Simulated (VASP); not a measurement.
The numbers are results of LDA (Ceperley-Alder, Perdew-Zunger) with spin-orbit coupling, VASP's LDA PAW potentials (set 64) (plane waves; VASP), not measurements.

Input for VASP

### INCAR
```
ALGO = Normal
EDIFF = 1E-6
ENCUT = 300
GGA_COMPAT = F
ISIF = 2
ISMEAR = 0
LASPH = T
LCHARG = F
LMAXMIX = 4
LNONCOLLINEAR = T
LORBIT = 11
LREAL = F
LSORBIT = T
LWAVE = F
MAGMOM = 2.0 2*0.0 2.0 2*0.0 2.0 2*0.0 2.0 14*0.0
NELM = 100
PREC = Accurate
SIGMA = 0.1
SYSTEM = NiSb
```

POSCAR:
```
NiSb
1
    3.6015810000     0.0000000000     0.0000000000
   -1.8007900000     3.1190600000     0.0000000000
    0.0000000000     0.0000000000    12.1503880000
Ni Sb
4 4
Direct
  0.3279610000   0.6539440000   0.1248460000
  0.6688800000   0.3365310000   0.6256120000
  0.6633950000   0.3330240000   0.8756860000
  0.3345310000   0.6689030000   0.3770580000
 -0.0065000000   0.0091210000   0.0001630000
  0.0052970000  -0.0024760000   0.4980360000
  0.3383490000   0.6708080000   0.7488930000
  0.6680860000   0.3301440000   0.2497050000
```

### KPOINTS
```
Automatic mesh
0
Gamma
4 4 1
0.5 0.5 0.5
```

POTCAR, in this order: Ni Sb (LDA.64 set). Program: vasp_ncl.

Output

**OUTCAR**
```
 ion  position               nearest neighbor table
   1  0.328  0.654  0.125-   5 2.52   8 2.56   8 2.57   5 2.57   8 2.60   5 2.63   4 3.06
   2  0.669  0.337  0.626-   7 2.56   7 2.56   7 2.57   6 2.58   6 2.59   6 2.62   3 3.04
   3  0.663  0.333  0.876-   5 2.54   7 2.58   7 2.58   5 2.58   5 2.60   7 2.61   2 3.04
   4  0.335  0.669  0.377-   6 2.52   6 2.56   6 2.56   8 2.58   8 2.59   8 2.61   1 3.06
   5  0.993  0.009  0.000-   1 2.52   3 2.54   1 2.57   3 2.58   3 2.60   1 2.63   8 3.64   7 3.67
                             7 3.69   8 3.69   8 3.70   7 3.72
   6  0.005  0.998  0.498-   4 2.52   4 2.56   4 2.56   2 2.58   2 2.59   2 2.62   8 3.66   8 3.67
                             8 3.67   7 3.68   7 3.69   7 3.70
   7  0.338  0.671  0.749-   2 2.56   2 2.56   2 2.57   3 2.58   3 2.58   3 2.61   5 3.67   6 3.68
                             5 3.69   6 3.69   6 3.70   5 3.72
   8  0.668  0.330  0.250-   1 2.56   1 2.57   4 2.58   4 2.59   1 2.60   4 2.61   5 3.64   6 3.66
                             6 3.67   6 3.67   5 3.69   5 3.70
  LATTYP: Found a hexagonal cell.
 ALAT       =     3.6015810000
 C/A-ratio  =     3.3736261936
 Subroutine PRICEL returns:
 Original cell was already a primitive cell.
 Subroutine GETGRP returns: Found  1 space group operations
The static configuration has the point symmetry C_1 .
The dynamic configuration has the point symmetry C_1 .
The overall configuration has the point symmetry C_1 .
 Subroutine INISYM returns: Found  1 space group operations
 Subroutine IBZKPT returns following result:
 Found     48 irreducible k-points:
...
```

OSZICAR:
```
       N       E                     dE             d eps       ncg     rms          rms(c)
DAV:   1     0.335037136778E+03    0.33504E+03   -0.16404E+04  7680   0.101E+03
DAV:   2    -0.170857590054E+02   -0.35212E+03   -0.33798E+03  7904   0.288E+02
DAV:   3    -0.469534602700E+02   -0.29868E+02   -0.28067E+02  8552   0.999E+01
DAV:   4    -0.479840284259E+02   -0.10306E+01   -0.10204E+01  8616   0.186E+01
DAV:   5    -0.480123904427E+02   -0.28362E-01   -0.28346E-01  9128   0.312E+00    0.243E+01
DAV:   6    -0.555309609581E+02   -0.75186E+01   -0.69993E+01  8872   0.107E+02    0.280E+01
DAV:   7    -0.458971501634E+02    0.96338E+01   -0.28584E+01  9064   0.814E+01    0.736E+00
DAV:   8    -0.465231709355E+02   -0.62602E+00   -0.46104E+00 10552   0.148E+01    0.601E+00
DAV:   9    -0.467505192193E+02   -0.22735E+00   -0.16731E+00  9304   0.305E+01    0.628E+00
DAV:  10    -0.464754726529E+02    0.27505E+00   -0.88441E-01  8944   0.254E+01    0.225E+00
DAV:  11    -0.465893378783E+02   -0.11387E+00   -0.39665E-01 10512   0.130E+01    0.280E+00
DAV:  12    -0.465611686372E+02    0.28169E-01   -0.22756E-01  9112   0.117E+01    0.128E+00
DAV:  13    -0.465999225910E+02   -0.38754E-01   -0.11533E-01 10352   0.693E+00    0.157E+00
DAV:  14    -0.465917812026E+02    0.81414E-02   -0.78186E-02  9568   0.702E+00    0.659E-01
DAV:  15    -0.465942570965E+02   -0.24759E-02   -0.15331E-02 10072   0.175E+00    0.248E-01
DAV:  16    -0.465942795439E+02   -0.22447E-04   -0.30715E-03  9904   0.548E-01    0.102E-01
DAV:  17    -0.465943055528E+02   -0.26009E-04   -0.55232E-04  8728   0.221E-01    0.548E-02
DAV:  18    -0.465943004385E+02    0.51144E-05   -0.47058E-05  8952   0.847E-02    0.350E-02
DAV:  19    -0.465943000660E+02    0.37249E-06   -0.99334E-06  8808   0.412E-02
   1 F= -.46594300E+02 E0= -.46575587E+02  d E =-.374261E-01  mag=     0.0013    -0.0000     0.0000
```

File OUTCAR:
```
------------------------ aborting loop because EDIFF is reached ----------------------------------------
  FORCE on cell =-STRESS in cart. coord.  units (eV):
  Direction    XX          YY          ZZ          XY          YZ          ZX
  --------------------------------------------------------------------------------------
  Total        0.9283637      1.1230598     -5.3357766     -0.0309526      0.0284787      0.0010887
  in kB       10.8973699     13.1827611    -62.6327031     -0.3633301      0.3342908      0.0127796
  external PRESSURE =     -12.8508574 kB  Pullay stress =       0.0000000 kB
  volume of cell :      136.49
      direct lattice vectors                 reciprocal lattice vectors
     3.601581000  0.000000000  0.000000000     0.277655841  0.160304663  0.000000000
    -1.800790000  3.119060000  0.000000000     0.000000000  0.320609414  0.000000000
     0.000000000  0.000000000 12.150388000     0.000000000  0.000000000  0.082301899
 POSITION                                       TOTAL-FORCE (eV/Angst)
 -----------------------------------------------------------------------------------
      0.00356      2.03969      1.51693        -0.045164      0.208564      0.731184
      1.80300      1.04966      7.60143         0.056907     -0.010515      0.606898
      1.78956      1.03872     10.63992        -0.016491      0.077976     -0.752713
      0.00029      2.08635      4.58140         0.085307     -0.067778     -0.867759
      3.56175      0.02845      0.00198         0.173827     -0.230734     -0.021911
     -1.77725      3.11134      6.05133        -0.105788      0.076012      0.174808
      0.01061      2.09229      9.09934        -0.089769     -0.034225      0.075862
      1.81165      1.02974      3.03401        -0.058830     -0.019300      0.053632
 -----------------------------------------------------------------------------------
    total drift:                               -0.000400      0.000306      0.003495
  FREE ENERGIE OF THE ION-ELECTRON SYSTEM (eV)
  ---------------------------------------------------
  free  energy   TOTEN  =       -46.5943000660 eV

  energy  without entropy=      -46.5568739463  energy(sigma->0) =      -46.57558701

 total charge

# of ion       s       p       d       tot
------------------------------------------
    1        0.480   0.423   8.496   9.399
    2        0.476   0.418   8.495   9.388
    3        0.476   0.416   8.495   9.386
    4        0.482   0.428   8.497   9.407
    5        1.149   1.252   0.080   2.481
    6        1.148   1.255   0.080   2.483
    7        1.160   1.241   0.078   2.480
    8        1.161   1.239   0.077   2.477
--------------------------------------------------
tot          6.532   6.672  34.297  47.501

 magnetization (x)

# of ion       s       p       d       tot
------------------------------------------
    1        0.000   0.000   0.000   0.000
    2        0.000   0.000   0.000   0.000
    3        0.000   0.000   0.000   0.000
    4        0.000   0.000   0.000   0.000
    5        0.000   0.000   0.000   0.000
    6        0.000   0.000   0.000   0.000
    7        0.000   0.000  -0.000   0.000
    8        0.000   0.000  -0.000   0.000
--------------------------------------------------
tot          0.000   0.000   0.001   0.002

 magnetization (y)

# of ion       s       p       d       tot
------------------------------------------
    1        0.000   0.000   0.000   0.000
    2       -0.000  -0.000  -0.000  -0.000
    3       -0.000  -0.000   0.000   0.000
    4       -0.000  -0.000  -0.000  -0.000
    5        0.000   0.000   0.000   0.000
    6       -0.000  -0.000  -0.000  -0.000
    7       -0.000  -0.000  -0.000  -0.000
    8        0.000   0.000   0.000   0.000
--------------------------------------------------
tot         -0.000  -0.000  -0.000  -0.000

 magnetization (z)

# of ion       s       p       d       tot
------------------------------------------
    1       -0.000  -0.000  -0.000  -0.000
    2        0.000   0.000   0.000   0.000
    3        0.000   0.000   0.000   0.000
    4       -0.000  -0.000   0.000   0.000
    5       -0.000   0.000   0.000   0.000
    6        0.000   0.000   0.000   0.000
    7        0.000   0.000   0.000   0.000
    8       -0.000  -0.000  -0.000  -0.000
--------------------------------------------------
tot          0.000   0.000   0.000   0.000

 Ion:    1  E_soc:     -0.0153544

 Ion:    2  E_soc:     -0.0154535

 Ion:    3  E_soc:     -0.0154324

 Ion:    4  E_soc:     -0.0154137

 Ion:    5  E_soc:     -0.1203016

 Ion:    6  E_soc:     -0.1200683

 Ion:    7  E_soc:     -0.1237529

 Ion:    8  E_soc:     -0.1237747
```
(Selected blocks of OUTCAR.)

At this cut-off the stress carries a Pulay error, which pulls relaxed volumes low.

The structure was generated: NiSb was put into an ordered model structure, which need not be its known phase. The cell was not relaxed at this level, atoms are displaced from their ideal sites. The k-mesh is coarse (spacing up to 0.52 per Å, 2π included), so the numbers may not be converged in it. The run is one of a series of settings (GGA_COMPAT = .FALSE., ISPIN removed, LNONCOLLINEAR = .TRUE., LSORBIT = .TRUE., MAGMOM = 2.0 0.0 0.0 2.0 0.0 0.0 2.0 0.0 0.0 2.0 0.0 0.0 0.0 0.0 0.0 0.0 0.0 0.0 0.0 0.0 0.0 0.0 0.0 0.0, program vasp_ncl against the base run), some of them coarse on purpose.
